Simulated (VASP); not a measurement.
# A VASP study of Sc2I (PW91): structure first, properties next, part 3 of 3

What structure does Sc2I take at this level, and what are its properties? The cell is generated by rule, not measured, and may not be a known phase.

VASP 6.6.1; PW91; plane waves and PAW (Sc_sv, I); invented cell.

Still holding for the runs below: This run has no spin polarisation. Its electron count is odd, so without a moment it is a metal by construction.

So far. Step 2 (Rough relaxation of the start cell): It ends with a largest force of 0.034 eV/Å and a pressure of -0.08 GPa. Step 3 (Full relaxation (PW91)): It ends with a largest force of 0.006 eV/Å and a pressure of 0.02 GPa. The relaxed cell has a, b, c = 3.620, 4.787, 9.351 Å (conventional setting).

## 4. Second relaxation

A relaxation keeps the plane waves of the cell it began with, so it is repeated from the new cell, on a basis made for it.

INCAR reads:

```
SYSTEM = Sc2I
PREC = Accurate
ENCUT = 400
EDIFF = 1E-06
NELM = 100
ISMEAR = -1
SIGMA = 0.05
LREAL = .FALSE.
ALGO = Normal
GGA = 91
NBANDS = 20
LORBIT = 11
LWAVE = .FALSE.
LCHARG = .FALSE.
IBRION = 2
NSW = 60
ISIF = 3
EDIFFG = -0.01
```

POSCAR reads:

```
Sc2I
1.0
   -1.8099107843      4.6753614357      2.3933755164
    1.8099107843     -4.6753614357      2.3933755164
    1.8099107843      4.6753614357     -2.3933755164
Sc I
2 1
Direct
    0.3033236729      0.0000000000      0.3033236729
    0.6966763271      0.0000000000      0.6966763271
    0.0000000000      0.5000000000      0.5000000000
```

KPOINTS reads:

```
Automatic mesh
0
Gamma
9 9 9
0 0 0
```

PAW data sets: Sc_sv and I (PBE family, release 64).

Run with:

```console
mpirun -np 1 vasp_std
```

What it wrote:

```text
[... set-up lines as in an earlier step ...]
 entering main loop
       N       E                     dE             d eps       ncg     rms          rms(c)
DAV:   1     0.394963059076E+03    0.39496E+03   -0.11830E+04  5088   0.114E+03
DAV:   2     0.104358512039E+02   -0.38453E+03   -0.37802E+03  7136   0.560E+02
DAV:   3    -0.141055669527E+02   -0.24541E+02   -0.23568E+02  7980   0.151E+02
DAV:   4    -0.150640049937E+02   -0.95844E+00   -0.93749E+00  8336   0.232E+01
DAV:   5    -0.150922402072E+02   -0.28235E-01   -0.28074E-01  8292   0.351E+00    0.972E+00
DAV:   6    -0.140946203229E+02    0.99762E+00   -0.33022E+00  7160   0.186E+01    0.389E+00
DAV:   7    -0.139844230550E+02    0.11020E+00   -0.27883E-01  8008   0.462E+00    0.164E+00
DAV:   8    -0.139746469693E+02    0.97761E-02   -0.42962E-02  8196   0.153E+00    0.761E-01
DAV:   9    -0.139741693049E+02    0.47766E-03   -0.32770E-03  7992   0.594E-01    0.245E-01
DAV:  10    -0.139742563316E+02   -0.87027E-04   -0.38041E-04  8524   0.231E-01    0.543E-02
DAV:  11    -0.139742653921E+02   -0.90605E-05   -0.24557E-05  8168   0.606E-02    0.894E-03
DAV:  12    -0.139742634925E+02    0.18996E-05   -0.24207E-06  5164   0.198E-02    0.827E-03
DAV:  13    -0.139742632524E+02    0.24008E-06   -0.47431E-07  3988   0.833E-03
   1 F= -.13974263E+02 E0= -.13958759E+02  d E =-.139743E+02
 curvature:   0.00 expect dE= 0.000E+00 dE for cont linesearch  0.000E+00
 trial: gam= 0.00000 g(F)=  0.291E-05 g(S)=  0.185E-03 ort = 0.000E+00 (trialstep = 0.100E+01)
 search vector abs. value=  0.188E-03
 bond charge predicted
       N       E                     dE             d eps       ncg     rms          rms(c)
DAV:   1    -0.139757789529E+02   -0.15155E-02   -0.47532E-02  7688   0.337E+00    0.263E-01
DAV:   2    -0.139745524290E+02    0.12265E-02   -0.57078E-03  7864   0.823E-01    0.787E-02
DAV:   3    -0.139744332579E+02    0.11917E-03   -0.22556E-04  7528   0.126E-01    0.408E-02
DAV:   4    -0.139744059849E+02    0.27273E-04   -0.11932E-04  8016   0.860E-02    0.213E-02
DAV:   5    -0.139744047193E+02    0.12657E-05   -0.68334E-06  5940   0.213E-02    0.156E-02
DAV:   6    -0.139744038848E+02    0.83451E-06   -0.18997E-06  4804   0.155E-02
   2 F= -.13974404E+02 E0= -.13958897E+02  d E =-.140632E-03
[... from here on, the cycles between the ionic steps are left out ...]
   3 F= -.13974456E+02 E0= -.13958943E+02  d E =-.192378E-03
   4 F= -.13974575E+02 E0= -.13959105E+02  d E =-.118918E-03
   5 F= -.13974743E+02 E0= -.13959391E+02  d E =-.287429E-03
   6 F= -.13974872E+02 E0= -.13959536E+02  d E =-.128740E-03
   7 F= -.13974926E+02 E0= -.13959598E+02  d E =-.182628E-03
   8 F= -.13974975E+02 E0= -.13959663E+02  d E =-.231891E-03
   9 F= -.13975088E+02 E0= -.13959856E+02  d E =-.112687E-03
  10 F= -.13975206E+02 E0= -.13960196E+02  d E =-.231315E-03
  11 F= -.13975207E+02 E0= -.13960134E+02  d E =-.232069E-03
 curvature:  -9.50 expect dE=-0.104E-02 dE for cont linesearch -0.287E-05
 trial: gam= 1.24624 g(F)=  0.902E-05 g(S)=  0.100E-03 ort = 0.928E-05 (trialstep = 0.122E+01)
 search vector abs. value=  0.576E-03
 bond charge predicted
       N       E                     dE             d eps       ncg     rms          rms(c)
DAV:   1    -0.139756428122E+02   -0.43568E-03   -0.17166E-01  7520   0.929E+00    0.268E-01
DAV:   2    -0.139754426844E+02    0.20013E-03   -0.14460E-02  6604   0.118E+00    0.923E-02
DAV:   3    -0.139753497787E+02    0.92906E-04   -0.59200E-04  7628   0.268E-01    0.517E-02
DAV:   4    -0.139753151538E+02    0.34625E-04   -0.19065E-04  8144   0.141E-01    0.240E-02
DAV:   5    -0.139753134098E+02    0.17440E-05   -0.91408E-06  6840   0.350E-02    0.160E-02
DAV:   6    -0.139753125991E+02    0.81069E-06   -0.17975E-06  4356   0.142E-02
  12 F= -.13975313E+02 E0= -.13960269E+02  d E =-.105580E-03
 trial-energy change:   -0.000106  1 .order   -0.000098   -0.000148   -0.000049
 step:   1.6104(harm=  1.8328)  dis= 0.00504  next Energy=   -13.975321 (dE=-0.114E-03)
 reached required accuracy - stopping structural energy minimisation
```

The job ended after 23 min (1 MPI rank of AMD EPYC 7R43, shared host; peak memory 0.27 GiB).

OUTCAR, selected parts (step 4):

```text
  LATTYP: Found a body centered orthorhombic cell.
 ALAT       =     3.6198215686
 B/A-ratio  =     1.3223720954
 C/A-ratio  =     2.5831999435

The static configuration has the point symmetry D_2h.

 Found    125 irreducible k-points:

   ENCUT  =  400.0 eV  29.40 Ry    5.42 a.u.   9.06  9.06  9.06*2*pi/ulx,y,z

   NELECT =      29.0000    total number of electrons

 E-fermi :   5.5553

 k-point     1 :       0.0000    0.0000    0.0000
  band No.  band energies     occupation
    ...
     11       0.2389      2.00000
     12       2.8944      2.00000
     13       2.9285      2.00000
     14       4.9737      1.99998
     15       5.3660      1.95560
     16       6.2097      0.00000
     17       6.7652      0.00000
     18       7.5919      0.00000
     19       7.7015      0.00000
     20       7.9296      0.00000

 k-point     2 :       0.1111    0.0000   -0.0000
  band No.  band energies     occupation
    ...
     11       0.1106      2.00000
     12       2.9359      2.00000
     13       3.1609      2.00000
     14       4.9097      2.00000
     15       5.4918      1.56148
     16       6.2994      0.00000
     17       6.7207      0.00000
     18       7.4706      0.00000
     19       7.5427      0.00000
     20       7.7623      0.00000

  Total       -0.0027948      0.0047741      0.0213665      0.0000000      0.0000000      0.0000000
  in kB       -0.0549108      0.0937983      0.4197956      0.0000000      0.0000000      0.0000000
  external PRESSURE =       0.1528944 kB  Pullay stress =       0.0000000 kB

  energy-cutoff  :      400.00
  volume of cell :       81.55
      direct lattice vectors                 reciprocal lattice vectors
    -1.814955905  4.762184511  2.358709944     0.000000000  0.104993832  0.211980282
     1.814955905 -4.762184511  2.358709944     0.275488787  0.000000000  0.211980282
     1.814955905  4.762184511 -2.358709944     0.275488787  0.104993832  0.000000000

 POSITION                                       TOTAL-FORCE (eV/Angst)
 -----------------------------------------------------------------------------------
      1.81496     -1.84945      2.35871        -0.000000      0.005456      0.000000
      0.00000      6.61163      0.00000         0.000000     -0.005456     -0.000000
      0.00000      4.76218      2.35871         0.000000     -0.000000      0.000000
 -----------------------------------------------------------------------------------
    total drift:                                0.000000      0.000000     -0.000000

  FREE ENERGIE OF THE ION-ELECTRON SYSTEM (eV)
  ---------------------------------------------------
  free  energy   TOTEN  =       -13.9753125991 eV

  energy  without entropy=      -13.9452258619  energy(sigma->0) =      -13.96026923

 total charge
# of ion       s       p       d       tot
------------------------------------------
    1        2.237   6.072   1.083   9.392
    2        2.237   6.072   1.083   9.392
    3        1.520   2.707   0.084   4.311
--------------------------------------------------
tot          5.994  14.851   2.250  23.095

[... 4 parts as in an earlier step ...]

[... 7 further parts left out ...]
```

CONTCAR:

```
Sc2I
   1.00000000000000
    -1.8149559050769062    4.7621845111064633    2.3587099435483192
     1.8149559050769062   -4.7621845111064633    2.3587099435483192
     1.8149559050769062    4.7621845111064633   -2.3587099435483192
  Sc              I
     2     1
Direct
     0.3058191673777368    1.0000000000000000    0.3058191673777368
     0.6941808326222633    0.0000000000000000    0.6941808326222633
     1.0000000000000000    0.5000000000000000    0.5000000000000000
```

Relaxation path:

| step | energy less that of the first step (eV) | largest force (eV/Å) | pressure (GPa) | volume (Å³) |
| --- | --- | --- | --- | --- |
| 1 | 0.0000 | 0.0055 | 0.08 | 81.01 |
| 2 | -0.0001 | 0.0063 | 0.01 | 81.18 |
| 3 | -0.0002 | 0.0081 | -0.07 | 81.35 |
| 4 | -0.0003 | 0.0117 | -0.04 | 81.33 |
| 5 | -0.0005 | 0.0208 | 0.03 | 81.28 |
| 6 | -0.0006 | 0.0196 | 0.01 | 81.35 |
| 7 | -0.0007 | 0.0197 | 0.00 | 81.39 |
| 8 | -0.0007 | 0.0172 | -0.03 | 81.48 |
| 9 | -0.0008 | 0.0160 | 0.02 | 81.45 |
| 10 | -0.0009 | 0.0047 | 0.11 | 81.36 |
| 11 | -0.0009 | 0.0097 | 0.08 | 81.39 |
| 12 | -0.0010 | 0.0055 | 0.02 | 81.55 |

| conventional cell, symmetrised | before | after | change |
| --- | --- | --- | --- |
| a (Å) | 3.620 | 3.630 | +0.3 % |
| b (Å) | 4.787 | 4.717 | -1.4 % |
| c (Å) | 9.351 | 9.524 | +1.9 % |
| volume (Å³/atom) | 27.00 | 27.18 | +0.7 % |

The atoms that moved most (Å, as changes of fractional coordinates times the final cell):

| atom | dx | dy | dz | length |
| --- | --- | --- | --- | --- |
| Sc2 | 0.000 | -0.024 | 0.000 | 0.024 |
| Sc1 | 0.000 | 0.024 | 0.000 | 0.024 |

Final coordinates:

```cif
data_structure
_symmetry_space_group_name_H-M 'P 1'
_symmetry_Int_Tables_number 1
_cell_length_a 5.6157
_cell_length_b 5.6157
_cell_length_c 5.6157
_cell_angle_alpha 142.288
_cell_angle_beta 64.007
_cell_angle_gamma 130.328
_cell_volume 81.55
loop_
_atom_site_label
_atom_site_type_symbol
_atom_site_fract_x
_atom_site_fract_y
_atom_site_fract_z
_atom_site_occupancy
Sc1 Sc 0.30582 0.00000 0.30582 1
Sc2 Sc 0.69418 0.00000 0.69418 1
I3 I 0.00000 0.50000 0.50000 1
```

Numbers from this step:

```yaml
free_energy_toten: -13.98 eV
energy_at_zero_smearing: -13.96 eV
fermi_energy: 5.555 eV
pressure: 0.01529 GPa
scf_cycles_over_all_ionic_steps: 73
```

It ends with a largest force of 0.005 eV/Å and a pressure of 0.02 GPa.

## 5. What came out

| Quantity | Value |
| --- | --- |
| relaxed volume | 27.18 Å³/atom |
| relaxed conventional cell a, b, c | 3.630, 4.717, 9.524 Å |
| space group after relaxing, within 0.02 Å | Immm (No. 71) |

What this shows: With PW91, Sc2I relaxes to 27.18 Å³/atom in space group Immm (held by the symmetry of the run). Spin-orbit coupling is left out, and with elements this heavy it would split and shift bands near the Fermi level. With an odd electron count and no spin the cell is a metal by construction. No search among competing phases was made. All values are for a static lattice at zero temperature.

[Lines on the potential files, build, host, timing and source positions are cut from VASP's logs without a mark.]

[Logs are printed without paths, hosts, clocks, repeated set-up lines and the standing remarks that a program may print on its own settings, such as how far it seeks lower states.]

[Hosts, paths, dates, database ids (printed as entryN), source tags and the programs' standing remarks are cut or masked in the printed files.]

[A measured line is paired with the nearest computed mode of its activity, which favours agreement.]
